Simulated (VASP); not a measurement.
MgCdTe₂ (space group R3m): the band gap from VASP (plane waves, PAW) at several levels of theory. Gaps are without spin-orbit coupling. Each level names its cell: its own relaxed one, PBE's, or the starting one. A gap is the smallest over the k-mesh and a band path; hybrids may have named points in place of the path, and GW has the mesh alone.

```csv
level,band gap (eV)
LDA (own cell),1.31
PBEsol (own cell),1.28
HSE06 (PBE cell),2.03
```

The cell of the LDA (own cell) run:

CdMgTe$_{2}$ has the trigonal space group R3m, hexagonal axes (No. 160), Pearson symbol hR4. Cell: a = 4.5226 Å, b = 4.5226 Å, c = 22.0216 Å, α = 90.00°, β = 90.00°, γ = 120.00°. Mg on 3a is coordinated by 4 Te at 2.751 Å (tetrahedral). Cd on 3a has 4 Te at 2.775–2.778 Å (tetrahedral). Te1 on 3a is surrounded by 3 Mg at 2.751 Å and 1 Cd at 2.775 Å (tetrahedral). Te2 on 3a has 1 Mg at 2.752 Å and 3 Cd at 2.778 Å (tetrahedral). (Neighbours: up to the widest gap in distance over summed covalent radii, below 1.35, at either atom; cation-cation and far metal-metal contacts left out.)
(The calculation used a cell of 4 atoms; values per cell refer to that cell.)

Only levels that ran to the end are used. Left out are those held back, those with too coarse a band path, GW runs whose mesh misses a band edge, hybrids' fits of cells that aren't cubic and levels without matching references; a question may draw on a part of the rest.

The structure comes from a computed database's MgCdTe2 entry (R3m); how it stands against other phases isn't given here.
